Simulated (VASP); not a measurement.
Output of a VASP run:

File OSZICAR:
```
       N       E                     dE             d eps       ncg     rms          rms(c)
DAV:   1     0.657698757458E+02    0.65770E+02   -0.82828E+03  2352   0.120E+03
DAV:   2    -0.172930817193E+02   -0.83063E+02   -0.80789E+02  3078   0.176E+02
DAV:   3    -0.215817264658E+02   -0.42886E+01   -0.42665E+01  3234   0.434E+01
DAV:   4    -0.216433728138E+02   -0.61646E-01   -0.61565E-01  2884   0.608E+00
DAV:   5    -0.216449160611E+02   -0.15432E-02   -0.15428E-02  3312   0.886E-01    0.953E+00
DAV:   6    -0.215364093956E+02    0.10851E+00   -0.74724E-02  2796   0.159E+00    0.568E+00
DAV:   7    -0.214923442760E+02    0.44065E-01   -0.12782E-01  2964   0.214E+00    0.281E-01
DAV:   8    -0.214921682557E+02    0.17602E-03   -0.96710E-03  2796   0.663E-01    0.117E-01
DAV:   9    -0.214922443118E+02   -0.76056E-04   -0.36961E-04  3250   0.141E-01    0.644E-02
DAV:  10    -0.214922625984E+02   -0.18287E-04   -0.44348E-05  2772   0.409E-02    0.252E-02
DAV:  11    -0.214922706522E+02   -0.80538E-05   -0.10758E-05  2946   0.271E-02    0.688E-03
DAV:  12    -0.214922710555E+02   -0.40331E-06   -0.42579E-07  3080   0.468E-03    0.168E-03
DAV:  13    -0.214922710227E+02    0.32865E-07   -0.65884E-08  1818   0.195E-03
   1 F= -.21492271E+02 E0= -.21492271E+02  d E =0.000000E+00
```

OUTCAR:
```
------------------------ aborting loop because EDIFF is reached ----------------------------------------
  FORCE on cell =-STRESS in cart. coord.  units (eV):
  Direction    XX          YY          ZZ          XY          YZ          ZX
  --------------------------------------------------------------------------------------
  Total       -0.0810248      0.1155572      0.0343984      0.0000000     -0.0000000      0.0000000
  in kB       -1.5653599      2.2325088      0.6645604      0.0000000     -0.0000000      0.0000000
  external PRESSURE =       0.4439031 kB  Pullay stress =       0.0000000 kB
  volume of cell :       82.93
      direct lattice vectors                 reciprocal lattice vectors
     1.659941537 -5.519495858  0.000000000     0.301215428 -0.090587984  0.000000000
     1.659941537  5.519495858  0.000000000     0.301215428  0.090587984  0.000000000
     0.000000000  0.000000000  4.525766964     0.000000000  0.000000000  0.220957024
 POSITION                                       TOTAL-FORCE (eV/Angst)
 -----------------------------------------------------------------------------------
      1.65994      4.45756      4.13942         0.000000     -0.007073     -0.018580
      1.65994      1.06193      1.87654         0.000000      0.007073     -0.018580
      1.65994     -1.06193      2.64923         0.000000     -0.007073      0.018580
      1.65994     -4.45756      0.38634         0.000000      0.007073      0.018580
 -----------------------------------------------------------------------------------
    total drift:                                0.000000      0.000000     -0.000000
  FREE ENERGIE OF THE ION-ELECTRON SYSTEM (eV)
  ---------------------------------------------------
  free  energy   TOTEN  =       -21.4922710227 eV

  energy  without entropy=      -21.4922710227  energy(sigma->0) =      -21.49227102

 total charge

# of ion       s       p       d       tot
------------------------------------------
    1        1.082   1.374   0.000   2.455
    2        1.082   1.374   0.000   2.455
    3        1.082   1.374   0.000   2.455
    4        1.082   1.374   0.000   2.455
--------------------------------------------------
tot          4.327   5.495   0.000   9.822

 Electric field gradients after diagonalization (V/A^2)
 (convention: |V_zz| > |V_xx| > |V_yy|)
----------------------------------------------------------------------
 ion       V_xx      V_yy      V_zz     asymmetry (V_yy - V_xx)/ V_zz
----------------------------------------------------------------------
   1      40.896    35.574   -76.470       0.070
   2      40.896    35.574   -76.470       0.070
   3      40.896    35.574   -76.470       0.070
   4      40.896    35.574   -76.470       0.070
```
(Selected blocks of OUTCAR.)

File POSCAR:
```
P
1
    1.6599415370    -5.5194958583     0.0000000000
    1.6599415370     5.5194958583    -0.0000000000
    0.0000000000     0.0000000000     4.5257669642
P
4
Direct
  0.0961985266   0.9038014734   0.9146348808
  0.4038014734   0.5961985266   0.4146348808
  0.5961985266   0.4038014734   0.5853651192
  0.9038014734   0.0961985266   0.0853651192
```

Reconstruct the remaining input files.

This is not unique; one that fits is the input of the run itself, PW91 GGA, plane waves, VASP's PBE PAW potentials (set 64).

**INCAR**
```
ALGO=Normal
EDIFF=1E-7
ENCUT=520
GGA=91
ISIF=2
ISMEAR=-5
LASPH=T
LCHARG=T
LEFG=T
LORBIT=11
LREAL=F
LWAVE=F
NEDOS=601
NELM=100
PREC=Accurate
SYSTEM=P
```

### KPOINTS
```
Automatic mesh
0
Gamma
 8 8 6
```

POTCAR, in this order: P (PBE.64 set). Program: vasp_std.

Without a dispersion term in the relaxation, distances and binding between the weakly bound layers, chains or molecules are unreliable, and so is what depends on them.

The compound is P in the black structure. It was relaxed first, which changed the volume by +9 %.
